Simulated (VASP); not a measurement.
Output of a VASP run:

File OUTCAR:
```
 ion  position               nearest neighbor table
   1  0.000  0.000  0.000-   3 1.93   6 1.93   5 1.95   4 1.95   4 1.95   5 1.95   2 3.51   2 3.51
                             2 3.51   2 3.51   2 3.51   2 3.51   2 3.51   2 3.51
   2  0.500  0.500  0.500-   4 1.93   5 1.93   3 1.95   6 1.95   3 1.95   6 1.95   1 3.51   1 3.51
                             1 3.51   1 3.51   1 3.51   1 3.51   1 3.51   1 3.51
   3  0.304  0.304  0.000-   1 1.93   2 1.95   2 1.95
   4  0.804  0.196  0.500-   2 1.93   1 1.95   1 1.95
   5  0.196  0.804  0.500-   2 1.93   1 1.95   1 1.95
   6  0.696  0.696  0.000-   1 1.93   2 1.95   2 1.95
  LATTYP: Found a simple tetragonal cell.
 ALAT       =     4.4851654907
 C/A-ratio  =     0.6679792580
 Subroutine PRICEL returns:
 Original cell was already a primitive cell.
 Subroutine GETGRP returns: Found 16 space group operations
The static configuration has the point symmetry D_2h.
 The point group associated with its full space group is D_4h.
The dynamic configuration has the point symmetry D_2h.
 Subroutine INISYM returns: Found 16 space group operations
 Subroutine IBZKPT returns following result:
 Found     24 irreducible k-points:

 Following reciprocal coordinates:
            Coordinates               Weight
  0.000000  0.000000  0.000000      1.000000
  0.200000  0.000000  0.000000      4.000000
  0.400000  0.000000  0.000000      4.000000
  0.200000  0.200000  0.000000      4.000000
  0.400000  0.200000  0.000000      8.000000
  0.400000  0.400000  0.000000      4.000000
  0.000000  0.000000  0.142857      2.000000
  0.200000  0.000000  0.142857      8.000000
  0.400000  0.000000  0.142857      8.000000
  0.200000  0.200000  0.142857      8.000000
  0.400000  0.200000  0.142857     16.000000
  0.400000  0.400000  0.142857      8.000000
  0.000000  0.000000  0.285714      2.000000
  0.200000  0.000000  0.285714      8.000000
  0.400000  0.000000  0.285714      8.000000
  0.200000  0.200000  0.285714      8.000000
  0.400000  0.200000  0.285714     16.000000
  0.400000  0.400000  0.285714      8.000000
  0.000000  0.000000  0.428571      2.000000
  0.200000  0.000000  0.428571      8.000000
  0.400000  0.000000  0.428571      8.000000
  0.200000  0.200000  0.428571      8.000000
  0.400000  0.200000  0.428571     16.000000
  0.400000  0.400000  0.428571      8.000000
   k-points           NKPTS =     24   k-points in BZ     NKDIM =     24   number of bands    NBANDS=      8
   number of dos      NEDOS =    301   number of ions     NIONS =      6
   total plane-waves  NPLWV =  31104
   dimension x,y,z NGX =    36 NGY =   36 NGZ =   24
   dimension x,y,z NGXF=    72 NGYF=   72 NGZF=   48
   ions per type =               2   4
   PREC   = accura    normal or accurate (medium, high low for compatibility)
   ISTART =      0    job   : 0-new  1-cont  2-samecut
   ICHARG =      2    charge: 1-file 2-atom 10-const
   ISPIN  =      1    spin polarized calculation?
   LNONCOLLINEAR =      F non collinear calculations
   LSORBIT =      F    spin-orbit coupling
   INIWAV =      1    electr: 0-lowe 1-rand  2-diag
   ENCUT  =  520.0 eV  38.22 Ry    6.18 a.u.   8.34  8.34  5.57*2*pi/ulx,y,z
   NELM   =    100;   NELMIN=  2; NELMDL= -5     # of ELM steps
   EDIFF  = 0.1E-05   stopping-criterion for ELM
   LREAL  =      F    real-space projection
   NLSPLINE    = F    spline interpolate recip. space projectors
   LMAXMIX     =    2 max onsite mixed and CHGCAR
   VOSKOWN=      0    Vosko Wilk Nusair interpolation
   EDIFFG = -.2E-01   stopping-criterion for IOM
   NSW    =     60    number of steps for IOM
   NBLOCK =      1;   KBLOCK =     60    inner block; outer block
   IBRION =      2    ionic relax: 0-MD 1-quasi-New 2-CG
   NFREE  =      1    steps in history (QN), initial steepest desc. (CG)
   ISIF   =      3    stress and relaxation
   ISYM   =      2    0-nonsym 1-usesym 2-fastsym
   TEIN   =    0.0    initial temperature
   TEBEG  =    0.0;   TEEND  =   0.0 temperature during run
   SMASS  =  -3.00    Nose mass-parameter (am)
   PSTRESS=    0.0 pullay stress
   NELECT =       8.0000    total number of electrons
...
```

### OSZICAR
```
       N       E                     dE             d eps       ncg     rms          rms(c)
DAV:   1     0.566647572960E+01    0.56665E+01   -0.31387E+03   384   0.750E+02
DAV:   2    -0.153953173575E+02   -0.21062E+02   -0.19649E+02   512   0.831E+01
DAV:   3    -0.161669961183E+02   -0.77168E+00   -0.77168E+00   504   0.226E+01
DAV:   4    -0.161684652825E+02   -0.14692E-02   -0.14692E-02   552   0.104E+00
DAV:   5    -0.161684714668E+02   -0.61843E-05   -0.61843E-05   488   0.527E-02    0.666E+00
DAV:   6    -0.152138137723E+02    0.95466E+00   -0.80448E-01   400   0.543E+00    0.340E+00
DAV:   7    -0.149008216503E+02    0.31299E+00   -0.98744E-01   408   0.652E+00    0.505E-01
DAV:   8    -0.149103382107E+02   -0.95166E-02   -0.17816E-02   440   0.113E+00    0.564E-02
DAV:   9    -0.149103388335E+02   -0.62279E-06   -0.28990E-04   584   0.146E-01    0.166E-02
DAV:  10    -0.149103614269E+02   -0.22593E-04   -0.35084E-05   448   0.559E-02    0.764E-03
DAV:  11    -0.149103606692E+02    0.75776E-06   -0.42437E-06   464   0.108E-02
   1 F= -.14910361E+02 E0= -.14910361E+02  d E =-.149104E+02
       N       E                     dE             d eps       ncg     rms          rms(c)
DAV:   1    -0.149118648687E+02   -0.15034E-02   -0.50594E-03   488   0.666E-01    0.414E-02
DAV:   2    -0.149118481009E+02    0.16768E-04   -0.29765E-05   408   0.422E-02    0.235E-02
DAV:   3    -0.149118419964E+02    0.61045E-05   -0.26948E-05   448   0.312E-02    0.284E-03
DAV:   4    -0.149118421626E+02   -0.16626E-06   -0.10386E-06   224   0.675E-03
   2 F= -.14911842E+02 E0= -.14911842E+02  d E =-.148149E-02
       N       E                     dE             d eps       ncg     rms          rms(c)
DAV:   1    -0.149123095730E+02   -0.46758E-03   -0.60412E-03   480   0.726E-01    0.452E-02
DAV:   2    -0.149122897722E+02    0.19801E-04   -0.35952E-05   408   0.464E-02    0.257E-02
DAV:   3    -0.149122826941E+02    0.70781E-05   -0.32563E-05   440   0.342E-02    0.312E-03
DAV:   4    -0.149122828792E+02   -0.18510E-06   -0.12178E-06   232   0.730E-03
   3 F= -.14912283E+02 E0= -.14912283E+02  d E =-.192221E-02
```

**OUTCAR**
```
------------------------ aborting loop because EDIFF is reached ----------------------------------------
  FORCE on cell =-STRESS in cart. coord.  units (eV):
  Direction    XX          YY          ZZ          XY          YZ          ZX
  --------------------------------------------------------------------------------------
  Total       -0.0297819     -0.0297819     -0.0154641     -0.0000000      0.0000000      0.0000000
  in kB       -0.7814288     -0.7814288     -0.4057544     -0.0000000      0.0000000      0.0000000
  external PRESSURE =      -0.6562040 kB  Pullay stress =       0.0000000 kB
  volume of cell :       61.06
      direct lattice vectors                 reciprocal lattice vectors
     4.498168350  0.000000000  0.000000000     0.222312711  0.000000000  0.000000000
    -0.000000000  4.498168350  0.000000000    -0.000000000  0.222312711  0.000000000
     0.000000000  0.000000000  3.017878509     0.000000000  0.000000000  0.331358601
 POSITION                                       TOTAL-FORCE (eV/Angst)
 -----------------------------------------------------------------------------------
      4.49817      0.00000      0.00000        -0.000000      0.000000      0.000000
      2.24908      2.24908      1.50894         0.000000      0.000000      0.000000
      1.36800      1.36800      0.00000         0.002941      0.002941     -0.000000
      3.61708      0.88109      1.50894         0.002941     -0.002941      0.000000
      0.88109      3.61708      1.50894        -0.002941      0.002941      0.000000
      3.13017      3.13017      0.00000        -0.002941     -0.002941      0.000000
 -----------------------------------------------------------------------------------
    total drift:                                0.000000      0.000000      0.000000
  FREE ENERGIE OF THE ION-ELECTRON SYSTEM (eV)
  ---------------------------------------------------
  free  energy   TOTEN  =       -14.9122828792 eV

  energy  without entropy=      -14.9122828792  energy(sigma->0) =      -14.91228288

 reached required accuracy - stopping structural energy minimisation
```
(Selected blocks of OUTCAR.)

POSCAR:
```
MgH2
1
    4.4851654907     0.0000000000     0.0000000000
   -0.0000000000     4.4851654907     0.0000000000
    0.0000000000     0.0000000000     2.9959975163
Mg H
2 4
Direct
  0.0000000000   0.0000000000   0.0000000000
  0.5000000000   0.5000000000   0.5000000000
  0.3043043859   0.3043043859   0.0000000000
  0.8043043859   0.1956956141   0.5000000000
  0.1956956141   0.8043043859   0.5000000000
  0.6956956141   0.6956956141   0.0000000000
```

Problem. Reconstruct the remaining input files.

Solution. This is not unique; one that fits is the input of the run itself, vdW-DF-cx, plane waves, VASP's PBE PAW potentials (set 64).

**INCAR**
```
SYSTEM = MgH2
PREC = Accurate; ENCUT = 520; LREAL = .FALSE.
LASPH = .TRUE.
EDIFF = 1E-6; NELM = 100; ALGO = Normal
ISMEAR = 0; SIGMA = 0.05
GGA = CX; LUSE_VDW = .TRUE.; AGGAC = 0.0
IBRION = 2; NSW = 60; ISIF = 3
EDIFFG = -0.02
LWAVE = .FALSE.; LCHARG = .FALSE.
```

### KPOINTS
```
Automatic mesh
0
Gamma
5 5 7
0 0 0
```

POTCAR, in this order: Mg H (PBE.64 set). Program: vasp_std.

The compound is MgH2 in the rutile structure. This run relaxes it. Symmetry was kept, so distortions that lower it aren't found. The start is the result of an earlier pass.
